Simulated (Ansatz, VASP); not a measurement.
# Bi (Bismuth): VASP beside Ansatz

Wanted: the spread between two codes on one cell, functional and k mesh. The cell is taken from a series of runs on this material, whose earlier steps may have relaxed, scaled, displaced or heated it; both programs get it as it stands.

Calculated with Ansatz 0.2.0; plane waves, with VASP 6.6.1 beside it; zone-centre phonons at PBEsol.

**1. Set-up**

It takes space group R-3m (No. 166, trigonal). The conventional cell has a = 4.538 Å, b = 4.538 Å, c = 11.535 Å, α = 90.00°, β = 90.00°, γ = 120.00°. Nearest to Bi lie 6 Bi at 3.08 to 3.43 Å.

**2. VASP: zone-centre phonons, PBEsol**

Second derivatives magnify differences that forces hide, and they need a tight electronic threshold.

Lines of VASP's logs that name or quote its potential files are left out, and so is its time.

The input, INCAR:

```
SYSTEM = Bi
PREC = Accurate
ENCUT = 500
EDIFF = 1E-08
NELM = 120
ISMEAR = 1
SIGMA = 0.2
LREAL = .FALSE.
ALGO = Normal
GGA = PS
NBANDS = 21
LORBIT = 11
LWAVE = .FALSE.
LCHARG = .FALSE.
ISIF = 2
IBRION = 8
LASPH = .TRUE.
GGA_COMPAT = .FALSE.
KPAR = 2
```

The input, POSCAR:

```
Bi
1.0
    2.2688080365      1.3098969306      3.8450685523
   -2.2688080365      1.3098969306      3.8450685523
    0.0000000000     -2.6197938612      3.8450685523
Bi
2
Direct
    0.2371260597      0.2371260611      0.2371260597
    0.7628739403      0.7628739389      0.7628739403
```

The input, KPOINTS:

```
Automatic mesh
0
Gamma
12 12 12
0 0 0
```

Potentials, in the order of the species: Bi_d (PBE family, release 64).

Command:

```
$ mpirun -np 2 vasp_std
```

Numbers of over 12 decimals in the logs are rounded to 6 here.

Output:

```text
[banner, memory and clock lines left out]
running    2 mpi-ranks, on    1 nodes
 distrk:  each k-point on    1 cores,    2 groups
 distr:  one band on    1 cores,    1 groups

 POSCAR found type information on POSCAR Bi
 POSCAR found :  1 types and       2 ions
|                                                                             |
|               ----> ADVICE to this user running VASP <----                  |
|                                                                             |
|     You enforced a specific xc type in the INCAR file but a different       |
|     [... a line on the potential file left out ...]
|     I HOPE YOU KNOW WHAT YOU ARE DOING!                                     |
|                                                                             |

 LDA part: xc-table for (Slater+PW92), standard interpolation
 POSCAR, INCAR and KPOINTS ok, starting setup
 FFT: planning ... GRIDC
 FFT: planning ... GRID_SOFT
 FFT: planning ... GRID
 WAVECAR not read
 entering main loop
       N       E                     dE             d eps       ncg     rms          rms(c)
DAV:   1     0.300294008797E+03    0.30029E+03   -0.16027E+04  7948   0.169E+03
DAV:   2     0.165164873088E+02   -0.28378E+03   -0.27739E+03  8043   0.440E+02
DAV:   3    -0.774735764385E+01   -0.24264E+02   -0.23933E+02  9503   0.146E+02
DAV:   4    -0.858303728545E+01   -0.83568E+00   -0.83524E+00  9486   0.297E+01
DAV:   5    -0.861942695441E+01   -0.36390E-01   -0.36389E-01 11284   0.555E+00    0.104E+00
DAV:   6    -0.860846418137E+01    0.10963E-01   -0.20805E-02 10338   0.167E+00    0.605E-01
DAV:   7    -0.860421903598E+01    0.42451E-02   -0.12892E-02 10238   0.138E+00    0.118E-01
DAV:   8    -0.860417047962E+01    0.48556E-04   -0.14011E-03  9154   0.475E-01    0.159E-02
DAV:   9    -0.860417630772E+01   -0.58281E-05   -0.58042E-05 12040   0.690E-02    0.760E-03
DAV:  10    -0.860417576652E+01    0.54121E-06   -0.23831E-06  9601   0.111E-02    0.147E-03
DAV:  11    -0.860417587364E+01   -0.10713E-06   -0.25456E-07 10275   0.386E-03    0.683E-04
DAV:  12    -0.860417583365E+01    0.39994E-07   -0.41046E-08  7631   0.191E-03    0.191E-04
DAV:  13    -0.860417587439E+01   -0.40736E-07   -0.62964E-09  5424   0.929E-04    0.580E-05
DAV:  14    -0.860417587987E+01   -0.54883E-08   -0.13488E-09  4984   0.448E-04
   1 F= -.86041759E+01 E0= -.86047452E+01  d E =0.170807E-02
 Linear response reoptimize wavefunctions to high precision
DAV:   1    -0.860417588257E+01   -0.26921E-08   -0.60792E-10  5229   0.323E-04
DAV:   2    -0.860417588263E+01   -0.67303E-10   -0.22519E-10  4804   0.163E-04
 Linear response DOF=           2
 Linear response progress:
  Degree of freedom:   1/  2
       N       E                     dE             d eps       ncg     rms          rms(c)
RMM:   1    -0.328953256303E+00   -0.32895E+00    0.21930E-01 48376   0.839E+00
RMM:   2    -0.337561391669E+00   -0.86081E-02   -0.19996E-02 62334   0.117E+00    0.440E-02
RMM:   3    -0.337775931096E+00   -0.21454E-03   -0.16802E-03 66928   0.329E-01    0.253E-02
RMM:   4    -0.337663376897E+00    0.11255E-03   -0.13220E-04 68867   0.102E-01    0.592E-03
RMM:   5    -0.337668576841E+00   -0.51999E-05   -0.15760E-05 65960   0.328E-02    0.232E-03
RMM:   6    -0.337674101475E+00   -0.55246E-05   -0.15007E-06 69156   0.146E-02    0.966E-04
RMM:   7    -0.337673101362E+00    0.10001E-05    0.22972E-06 67684   0.480E-03    0.318E-04
RMM:   8    -0.337668740044E+00    0.43613E-05    0.89358E-07 69612   0.178E-03    0.103E-04
RMM:   9    -0.337666965909E+00    0.17741E-05    0.12378E-06 70243   0.758E-04    0.263E-05
RMM:  10    -0.337666925787E+00    0.40122E-07    0.37142E-07 72277   0.357E-04    0.174E-05
RMM:  11    -0.337666734542E+00    0.19125E-06    0.24479E-07 70742   0.210E-04    0.898E-06
RMM:  12    -0.337666364590E+00    0.36995E-06    0.99849E-08 69208   0.136E-04    0.448E-06
RMM:  13    -0.337666496568E+00   -0.13198E-06   -0.14058E-08 66565   0.959E-05    0.319E-06
RMM:  14    -0.337666418259E+00    0.78309E-07   -0.27169E-08 67555   0.760E-05    0.117E-06
RMM:  15    -0.337666389411E+00    0.28849E-07   -0.78339E-08 76126   0.673E-05    0.482E-07
RMM:  16    -0.337666386833E+00    0.25783E-08   -0.78374E-08 62650   0.626E-05    0.461E-07
 first order change of Fermi-energy  -0.14324E-04
 force on displaced ion       1 direction 1 :  -1.468   0.000   0.000
 Linear response progress:
  Degree of freedom:   2/  2
       N       E                     dE             d eps       ncg     rms          rms(c)
RMM:   1    -0.329436657896E+00   -0.32944E+00    0.24938E-01 10528   0.851E+00
RMM:   2    -0.337923441653E+00   -0.84868E-02   -0.19154E-02 13581   0.116E+00    0.391E-02
RMM:   3    -0.338034918770E+00   -0.11148E-03   -0.15738E-03 14590   0.320E-01    0.220E-02
RMM:   4    -0.337840747989E+00    0.19417E-03   -0.13330E-04 14799   0.103E-01    0.553E-03
RMM:   5    -0.337850437881E+00   -0.96899E-05   -0.16593E-05 15053   0.313E-02    0.319E-03
RMM:   6    -0.337863980576E+00   -0.13543E-04   -0.28275E-06 13981   0.140E-02    0.790E-04
RMM:   7    -0.337865280200E+00   -0.12996E-05   -0.37278E-07 14782   0.464E-03    0.545E-04
RMM:   8    -0.337863460662E+00    0.18195E-05   -0.38854E-08 12945   0.170E-03    0.867E-05
RMM:   9    -0.337862991677E+00    0.46898E-06   -0.30610E-08 15407   0.794E-04    0.478E-05
RMM:  10    -0.337862810635E+00    0.18104E-06    0.23342E-08 14986   0.306E-04    0.306E-05
RMM:  11    -0.337862683385E+00    0.12725E-06   -0.51932E-09 14650   0.176E-04    0.722E-06
RMM:  12    -0.337862725271E+00   -0.41886E-07   -0.11943E-08 15706   0.111E-04    0.237E-06
RMM:  13    -0.337862728891E+00   -0.36207E-08   -0.53983E-09 15771   0.810E-05    0.942E-07
 first order change of Fermi-energy   0.29370E+00
 force on displaced ion       1 direction 3 :   0.000   0.000  -3.682
 Linear response finished
```

OUTCAR, selected parts (step 2):

```text
ion  position               nearest neighbor table
   1  0.237  0.237  0.237-   2 3.08   2 3.08   2 3.08   2 3.43   2 3.43   2 3.43
   2  0.763  0.763  0.763-   1 3.08   1 3.08   1 3.08   1 3.43   1 3.43   1 3.43

  LATTYP: Found a trigonal (rhomboedric) cell.
 ALAT       =     4.6527273773
 COS(alpha) =     0.5244345592

 Subroutine GETGRP returns: Found 12 space group operations
 (whereof 12 operations were pure point group operations)

The static configuration has the point symmetry D_3d.

 Found    189 irreducible k-points:

   k-points           NKPTS =    189   k-points in BZ     NKDIM =    189   number of bands    NBANDS=     21

   dimension x,y,z NGX =    36 NGY =   36 NGZ =   36
   dimension x,y,z NGXF=    72 NGYF=   72 NGZF=   72

   ENCUT  =  500.0 eV  36.75 Ry    6.06 a.u.   8.48  8.48  8.48*2*pi/ulx,y,z

   NELECT =      30.0000    total number of electrons

 k-points in reciprocal lattice and weights: Automatic mesh
   0.00000000  0.00000000  0.00000000       0.001
   0.08333333  0.00000000 -0.00000000       0.003
   0.16666667  0.00000000  0.00000000       0.003
   0.25000000  0.00000000  0.00000000       0.003
   0.33333333  0.00000000 -0.00000000       0.003
   0.41666667  0.00000000  0.00000000       0.003
   0.50000000  0.00000000  0.00000000       0.002
   0.08333333  0.08333333 -0.00000000       0.003
   0.16666667  0.08333333  0.00000000       0.007
[...]
-0.41666667  0.50000000  0.41666667       0.003
   0.50000000  0.50000000  0.50000000       0.001

 average (electrostatic) potential at core
       1-104.0890       2-104.0890

  Total       -0.0360842     -0.0360842      0.1022825      0.0000000     -0.0000000      0.0000000
  in kB       -0.8432140     -0.8432140      2.3901315      0.0000000     -0.0000000      0.0000000
  external PRESSURE =       0.2345678 kB  Pullay stress =       0.0000000 kB

  energy-cutoff  :      500.00
  volume of cell :       68.56
      direct lattice vectors                 reciprocal lattice vectors
     2.268808036  1.309896931  3.845068552     0.220380037  0.127236474  0.086691129
    -2.268808036  1.309896931  3.845068552    -0.220380037  0.127236474  0.086691129
     0.000000000 -2.619793861  3.845068552     0.000000000 -0.254472948  0.086691129

 POSITION                                       TOTAL-FORCE (eV/Angst)
 -----------------------------------------------------------------------------------
     -0.00000      0.00000      2.73530         0.000000     -0.000000      0.002722
      0.00000     -0.00000      8.79991         0.000000      0.000000     -0.002722
 -----------------------------------------------------------------------------------
    total drift:                               -0.000000      0.000000      0.000000

 Eigenvectors and eigenvalues of the dynamical matrix
 ----------------------------------------------------

   1 f  =    2.934805 THz    18.439927 2PiTHz   97.894574 cm-1    12.137375 meV
             X         Y         Z           dx          dy          dz
     -0.000000  0.000000  2.735298     0.000000    0.000000    0.707107
      0.000000 -0.000000  8.799908    -0.000000    0.000000   -0.707107

   2 f  =    1.853340 THz    11.644881 2PiTHz   61.820782 cm-1     7.664797 meV
             X         Y         Z           dx          dy          dz
     -0.000000  0.000000  2.735298     0.707107    0.000000   -0.000000
      0.000000 -0.000000  8.799908    -0.707107   -0.000000    0.000000

   3 f  =    1.853340 THz    11.644881 2PiTHz   61.820782 cm-1     7.664797 meV
             X         Y         Z           dx          dy          dz
     -0.000000  0.000000  2.735298     0.000000   -0.707107    0.000000
      0.000000 -0.000000  8.799908    -0.000000    0.707107    0.000000

   4 f  =    0.000000 THz     0.000000 2PiTHz    0.000001 cm-1     0.000000 meV
             X         Y         Z           dx          dy          dz
     -0.000000  0.000000  2.735298     0.153451   -0.690256    0.000000
      0.000000 -0.000000  8.799908     0.153451   -0.690256    0.000000

   5 f  =    0.000000 THz     0.000000 2PiTHz    0.000000 cm-1     0.000000 meV
             X         Y         Z           dx          dy          dz
     -0.000000  0.000000  2.735298     0.000000    0.000000    0.707107
      0.000000 -0.000000  8.799908    -0.000000    0.000000    0.707107

   6 f/i=    0.000000 THz     0.000000 2PiTHz    0.000001 cm-1     0.000000 meV
             X         Y         Z           dx          dy          dz
     -0.000000  0.000000  2.735298    -0.690256   -0.153451    0.000000
      0.000000 -0.000000  8.799908    -0.690256   -0.153451    0.000000

 ELASTIC MODULI CONTR FROM IONIC RELAXATION (kBar)
 Direction    XX          YY          ZZ          XY          YZ          ZX
 --------------------------------------------------------------------------------
 XX        -149.2822     44.5335    -96.2586     -0.0000    204.1472      0.0000
 YY          44.5335   -149.2822    -96.2586      0.0000   -204.1472     -0.0000
 ZZ         -96.2586    -96.2586   -176.9133     -0.0000     -0.0000      0.0000
 XY          -0.0000      0.0000     -0.0000    -96.9078      0.0000    201.8568
 YZ         204.1472   -204.1472     -0.0000      0.0000   -430.0589     -0.0000
 ZX           0.0000     -0.0000      0.0000    201.8568     -0.0000   -420.4633
 --------------------------------------------------------------------------------
```

**3. Ansatz: zone-centre phonons, PBEsol**

Ansatz runs on its PAW soft_1 files.

The same cell, functional, mesh and smearing now go to Ansatz, which takes its cutoff from its data sets.

The input, input.yaml:

```yaml
crystal:
  lattice:
    - [2.2688080365, 1.3098969306, 3.8450685523]
    - [-2.2688080365, 1.3098969306, 3.8450685523]
    - [0.0, -2.6197938612, 3.8450685523]
  atoms:
    - { symbol: Bi, position: [0.2371260597, 0.2371260611, 0.2371260597] }
    - { symbol: Bi, position: [0.7628739403, 0.7628739389, 0.7628739403] }
kpoints:
  mp_grid: { grid: [12, 12, 12] }
hamiltonian:
  xc: pbesol
  pseudopotentials: { kind: paw, azcp: { folder: soft_1 }, xc_functional: pbe }
scf:
  occupations: { method: methfessel_paxton, width: 0.2 }
output:
  eigenvalues: true
phonons:
  method: dfpt
```

Command:

```
$ ansatz run input.yaml --threads 4 --pin off --max-ram 10240MiB --backend cpu --events-out ev --progress --plain --runs-dir out
```

Output:

```text
Engine: ansatz 0.2.0, aarch64-unknown-linux-gnu
Pseudopotentials: kind: paw
Pseudopotential: Bi, paw, valence charge 15, recommended cutoff 420 eV (normal), soft_1/Bi.paw.azcp
Functional definition: PBEsol
  exchange = pbesol_x
  correlation = pbesol_c
Crystal: 2 atoms, lattice volume = 68.563 Å³
Basis set: ecut = 420 eV, 1345 PW (Γ), exchange–correlation on 64×64×64 points (8 copies of the dense FFT grid, shifted against one another)
Bands: 19, of which v1, the nominal top of the filled ones, is band 15 counted from 1 (14 counted from 0)
Symmetry: 12 space group operations
k-points: 476 of 1728 (irreducible under 2 space group operations, time reversal used)
Non-local potential: Bi, projectors of the file, l = 0: 2, l = 1: 2, l = 2: 2, l = 3: 1
PAW form: soft (Blöchl's): semilocal exchange-correlation on the pseudo side does not see the compensation charge
PAW frozen core: Bi, regenerated for the run's functional, and the local potential with it (the file was generated under x = pbe(κ = 0.804, μ = 0.219515), c = pbe(β = 0.066725))
PAW one-centre angular grid: Bi, 590 points (default); XC on 64 Gauss nodes
Initial density: superposition of atomic densities (chi_scale 0.1, normalization cell)
Initial wavefunctions: pseudopotential atomic-orbital guess
Functional: x = pbesol(κ = 0.804, μ = 0.123457), c = pbesol(β = 0.046)
SCF iter   1: F=—  HF=-24488.943559 eV  |F-HF|=—  |Δ(HF+E_count)|=         —  Δρ=1.11e-2  dr2=7.10e-2  ethr=3.10e-3  ⟨swp⟩=5.4  Hψ=43460  notcnv=0
preconditioner: auto → Kerker (q_TF=auto, 2.377 Å⁻¹)  [metal: Δε(μ)=0.041 eV  Ē_g=20.230 eV  σ=0.200 eV  W_gap=0.17  n_scr=14 (ndim 8)  ℏωp=24.6 eV  f_vac=0.000  D(μ)=0.21/eV (n_scr^D=0)]
SCF iter   2: F=—  HF=-24488.934592 eV  |F-HF|=—  |Δ(HF+E_count)|=   8.97e-3  S|Δr|=    0.00e0  Δρ=7.12e-3  dr2=3.06e-2  ethr=2.37e-4  ⟨swp⟩=1.0  Hψ=12852  notcnv=0
SCF iter   3: F=—  HF=-24488.930832 eV  |F-HF|=—  |Δ(HF+E_count)|=   3.76e-3  S|Δr|=    0.00e0  Δρ=8.45e-4  dr2=7.02e-4  ethr=1.02e-4  ⟨swp⟩=2.0  Hψ=16188  notcnv=0
SCF iter   4: F=—  HF=-24488.930790 eV  |F-HF|=—  |Δ(HF+E_count)|=   4.24e-5  S|Δr|=    0.00e0  Δρ=3.49e-4  dr2=1.01e-4  ethr=2.34e-6  ⟨swp⟩=2.0  Hψ=16188  notcnv=0
SCF iter   5: F=—  HF=-24488.930779 eV  |F-HF|=—  |Δ(HF+E_count)|=   1.09e-5  S|Δr|=    0.00e0  Δρ=1.36e-4  dr2=2.22e-5  ethr=3.36e-7  ⟨swp⟩=2.0  Hψ=15172  notcnv=0
SCF iter   6: F=—  HF=-24488.930779 eV  |F-HF|=—  |Δ(HF+E_count)|=   2.67e-7  S|Δr|=    0.00e0  Δρ=3.10e-5  dr2=1.10e-6  ethr=7.41e-8  ⟨swp⟩=3.0  Hψ=16212  notcnv=0
SCF iter   7: F=—  HF=-24488.930776 eV  |F-HF|=—  |Δ(HF+E_count)|=   2.83e-6  S|Δr|=    0.00e0  Δρ=5.53e-6  dr2=4.23e-8  ethr=3.67e-9  ⟨swp⟩=3.0  Hψ=16261  notcnv=0
SCF iter   8: F=—  HF=-24488.930776 eV  |F-HF|=—  |Δ(HF+E_count)|=   2.30e-9  S|Δr|=    0.00e0  Δρ=1.21e-6  dr2=1.71e-9  ethr=1.41e-10  ⟨swp⟩=2.1  Hψ=11843  notcnv=0
SCF iter   9: F=—  HF=-24488.930776 eV  |F-HF|=—  |Δ(HF+E_count)|=  8.37e-11  S|Δr|=    0.00e0  Δρ=2.02e-7  dr2=2.34e-11  ethr=5.71e-12  ⟨swp⟩=3.0  Hψ=16726  notcnv=0
SCF iter  10: F=-24488.930776 eV  HF=-24488.930776 eV  |F-HF|=7.28e-12  |Δ(HF+E_count)|=  1.09e-11  S|Δr|=    0.00e0  Δρ=4.72e-8  dr2=1.64e-12  ethr=1.00e-12  ⟨swp⟩=5.0  Hψ=34925  notcnv=0
SCF 1 converged in 10 iterations: F = -24488.930776 eV  dr2 = 1.64e-12
  greatest PAW one-centre occupation: 0.988 electrons in one spin orbital (limit 2), on the Bi atom at site 1 (counted from 0), in its partial waves of l = 2
DFPT response loops at Γ: preconditioner auto → Kerker (q_TF=auto, 2.377 Å⁻¹) (partly filled bands, converged f_vac=0.000); β = 1.00, the filter's whole step (`scf.mixing.beta` (0.50) is not read by the response loops under this deck's `scf.mixing.preconditioner`; to damp them name `kerker` or `kerker_dos`, under which they read `scf.mixing.beta`, and type it under 1.00, their step now; both keys bind the ground state too); Broyden in place of MSR1
SCF converged after 10 iterations
Stability not checked: this state was not tested for a lower state beside it, because cold or Methfessel-Paxton smearing, or corrected tetrahedra, fill the levels in a way that the test cannot read (fill_not_monotonic; see scf.lower_state_search)
Free energy (F): -24488.930776 eV
Harris-Foulkes:  -24488.930776 eV  (|F-HF|=7.28e-12)
Internal energy: -24488.932474 eV  (E = F + TS)
E sigma→0 (E₀):  -24488.931201 eV
Entropy (-TS):   0.001697 eV (0.849 meV/atom)
Fermi energy:    9.936880 eV
--- Per-component energies (eV) ---
  E_band       = -210.372039
  E_kinetic    = 508.839773
  E_local      = -2669.789435  (includes V_loc(G=0)·N_el)
  E_nonlocal   = 820.642059
  E_hartree    = 991.705488
  E_xc         = -300.654758
  E_vxc        = -261.699924  (∫ρ·V_xc dr)
  E_paw        = -21019.205522  (= ΣΔE_a)
  E_vpaw       = -591.775908  (= ΣTr[D̂ρ^β])
  E_aug_tail   = 0.000409  (compensation charges beyond the density's cutoff)
  E_ewald      = -2820.650076
  E_core_change = 0.179589  (= ΣΔE_core)
  E_smearing   = 0.001697  (= −TS)
  E_closure    = -0.000000  (closes the sum)
  Σ components = -24488.930776   (vs F -24488.930776, Δ=0.00e0)
--- Band table (eV; the first three rows and the last of 476) ---
  k-point 0: bands = [... 11 lower, 2.5597, 8.5101, 8.6648, 8.6648, 12.7133, 13.0238, 13.0238, 15.4772]
  k-point 1: bands = [... 11 lower, 2.3922, 8.5401, 8.6701, 8.6911, 12.5425, 12.6816, 12.8262, 15.1236]
  k-point 2: bands = [... 11 lower, 1.9342, 8.5959, 8.6910, 8.7813, 11.8742, 12.2104, 12.3402, 14.9021]
  k-point 475: bands = [... 11 lower, -0.2238, 9.0647, 9.3884, 9.3884, 10.4097, 10.4097, 10.4538, 17.2559]
--- Phonons (Γ-DFPT): 2 representative perturbations + reference, on 476 of 1728 k-points (Σ response iterations 6) ---
  k mesh reduced under 2 symmetry operations, with k and −k counted as one. Each operation leaves every solved perturbation unchanged. A smaller set is not used because it would not reduce the number of displacements times k-points to solve
  ASR residual: 1.936e-5 → 0.000e0 eV/Å²; symmetrization residual: 4.823e-6 eV/Å²
  ASR residual per site (eV/Å²): 1.94e-5 1.94e-5
  Γ frequencies (cm⁻¹): 0.00 0.00 0.00 61.74 61.74 97.74
  non-analytic LO–TO correction: not included (Born effective charges unavailable; polar crystals: no LO–TO splitting at Γ)
```

**4. Side by side**

Known differences besides the potentials themselves: the cutoff is 420 eV in Ansatz and 500 eV in VASP; Ansatz makes its cores anew for this functional, VASP keeps those of its PBE data sets. Total energies have different zeros and are not compared.

Both answers:

```
                  quantity  Ansatz  VASP  difference
optical mode 1 to 2 (cm⁻¹)    61.7  61.8     -0.13 %
     optical mode 3 (cm⁻¹)    97.7  97.9     -0.16 %
```

Modes are paired by rising frequency, not by their patterns, so a pair may set unlike modes beside each other; they are those without the splitting of longitudinal modes.

**5. Outcome**

- r.m.s. difference of the optical zone-centre modes, each program's sorted by frequency (zone-centre phonons, PBEsol): 0.11 cm⁻¹

What this shows: The r.m.s. difference of the optical zone-centre modes, each program's sorted by frequency is 0.11 cm⁻¹ (zone-centre phonons, PBEsol). Such differences can come from data sets, numerical settings and the points named under the comparisons, not from the functional's error against experiment.

[Lines on the potential files, build, host, timing and source positions are cut from VASP's logs without a mark.]

[Logs are printed without paths, hosts, clocks, repeated set-up lines and the standing remarks that a program may print on its own settings, such as how far it seeks lower states.]

[Hosts, paths, dates, database ids (printed as entryN), source tags and the programs' standing remarks are cut or masked in the printed files.]
